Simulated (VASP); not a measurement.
```
CELL_PARAMETERS angstrom
      1.86954    -3.23814     0.00000
      1.86954     3.23814     0.00000
      0.00000     0.00000     6.14648
ATOMIC_POSITIONS crystal
  Zr 0.00000 0.00000 0.00000
  Se 0.33333 0.66667 0.25763
  Se 0.66667 0.33333 0.74237
```

Calculation: PBEsol GGA, VASP's PBE PAW potentials (set 64) (plane waves; VASP). Settings: 480 eV cut-off, 6×6×4 Γ-centred mesh, Gaussian smearing of 0.050 eV, potentials Zr_sv Se.

Without a dispersion term in the relaxation, distances and binding between the weakly bound layers, chains or molecules are unreliable, and so is what depends on them.

**Question.** Estimate the energy per atom (σ→0), band gap (on the k-mesh) with the smallest direct gap where there is one.

**Answer.** 
| Item | Result |
|---|---|
| band gap (on the k-mesh) | 0.11 eV |
| smallest direct gap (on the k-mesh) | 1.00 eV |
| energy per atom (σ→0) | -6.930 eV/atom |

The compound is ZrSe2 in the 1T layered structure. It was relaxed first.
